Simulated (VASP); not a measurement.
Data:

```xyz
1
Lattice="0.0000 1.9600 1.9600 1.9600 0.0000 1.9600 1.9600 1.9600 0.0000" Properties=species:S:1:pos:R:3 pbc="T T T"
Pt     0.0000     0.0000     0.0000
```

The numbers are results of AM05 GGA, VASP's PBE PAW potentials (set 64) (plane waves; VASP), not measurements. Settings: 520 eV cut-off, 14×14×14 Γ-centred mesh, first-order Methfessel-Paxton smearing of 0.10 eV, potentials Pt.

### Question
The ions, cell shape and volume are relaxed. What does this cell relax into?

### Answer

```xyz
1
Lattice="0.0000 1.9529 1.9529 1.9529 0.0000 1.9529 1.9529 1.9529 0.0000" Properties=species:S:1:pos:R:3 pbc="T T T"
Pt     0.0000     0.0000     0.0000
```
Space group Fm-3m (225), at a tolerance of 0.03 Å.

### Question
How do energy and volume change from the first to the last step?

### Answer
The energy (σ→0) changes by -1.6 meV/atom and the volume by -1.1 %, in 3 ionic steps.

The compound is Pt in the fcc structure. This run relaxes it. Symmetry was kept, so distortions that lower it aren't found.
